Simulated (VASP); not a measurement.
Method: PBE GGA, VASP's PBE PAW potentials (set 64) (plane waves; VASP).

VASP ran on this input.

**INCAR**
```
# general
SYSTEM = LiH
PREC   = Accurate
ENCUT  = 520   # plane-wave cut-off (eV)
LREAL  = F   # projection in real space or not
LASPH  = T

# electronic loop
EDIFF  = 1E-6
NELM   = 100   # most electronic steps
ALGO   = Normal

# smearing
ISMEAR = 0   # Gaussian
SIGMA  = 0.05

# functional
GGA    = PE   # PBE

# ions
ISIF   = 2   # forces and stress, cell fixed

# output
LWAVE  = F
LCHARG = F
```

KPOINTS:
```
K-points
0
gamma
10 10 10
```

**POSCAR**
```
LiH
4.080
  0.0000000000   0.5000000000   0.5000000000
  0.5000000000   0.0000000000   0.5000000000
  0.5000000000   0.5000000000   0.0000000000
Li H
1 1
Cart
  0.0000000000   0.0000000000   0.0000000000
  0.5000000000   0.5000000000   0.5000000000
```

POTCAR, in this order: Li_sv H (PBE.64 set). Program: vasp_std.

Output

### OSZICAR
```
       N       E                     dE             d eps       ncg     rms          rms(c)
DAV:   1    -0.128570806429E+01   -0.12857E+01   -0.14493E+03   576   0.612E+02
DAV:   2    -0.626559116704E+01   -0.49799E+01   -0.49795E+01   816   0.673E+01
DAV:   3    -0.636029439526E+01   -0.94703E-01   -0.94703E-01   660   0.923E+00
DAV:   4    -0.636173682610E+01   -0.14424E-02   -0.14424E-02   792   0.102E+00
DAV:   5    -0.636174112563E+01   -0.42995E-05   -0.42995E-05   672   0.476E-02    0.285E+00
DAV:   6    -0.617957275042E+01    0.18217E+00   -0.15984E-01   660   0.179E+00    0.142E+00
DAV:   7    -0.611997126975E+01    0.59601E-01   -0.20698E-01   726   0.227E+00    0.223E-01
DAV:   8    -0.612193998059E+01   -0.19687E-02   -0.54501E-03   672   0.641E-01    0.438E-02
DAV:   9    -0.612188854917E+01    0.51431E-04   -0.23036E-04   804   0.885E-02    0.963E-03
DAV:  10    -0.612188484532E+01    0.37039E-05   -0.62531E-06   654   0.234E-02    0.295E-03
DAV:  11    -0.612188405317E+01    0.79215E-06   -0.45939E-07   390   0.523E-03
   1 F= -.61218841E+01 E0= -.61218841E+01  d E =-.346821E-11
```

File OUTCAR:
```
------------------------ aborting loop because EDIFF is reached ----------------------------------------
  FORCE on cell =-STRESS in cart. coord.  units (eV):
  Direction    XX          YY          ZZ          XY          YZ          ZX
  --------------------------------------------------------------------------------------
  Total       -0.2130892     -0.2130892     -0.2130892     -0.0000000     -0.0000000      0.0000000
  in kB      -20.1072008    -20.1072008    -20.1072008     -0.0000000     -0.0000000      0.0000000
  external PRESSURE =     -20.1072008 kB  Pullay stress =       0.0000000 kB
  volume of cell :       16.98
      direct lattice vectors                 reciprocal lattice vectors
     0.000000000  2.040000000  2.040000000    -0.245098039  0.245098039  0.245098039
     2.040000000  0.000000000  2.040000000     0.245098039 -0.245098039  0.245098039
     2.040000000  2.040000000  0.000000000     0.245098039  0.245098039 -0.245098039
  FREE ENERGIE OF THE ION-ELECTRON SYSTEM (eV)
  ---------------------------------------------------
  free  energy   TOTEN  =        -6.1218840532 eV

  energy  without entropy=       -6.1218840532  energy(sigma->0) =       -6.12188405
```
(Selected blocks of OUTCAR.)

The compound is LiH in the rock salt structure. The cell was not relaxed at this level.
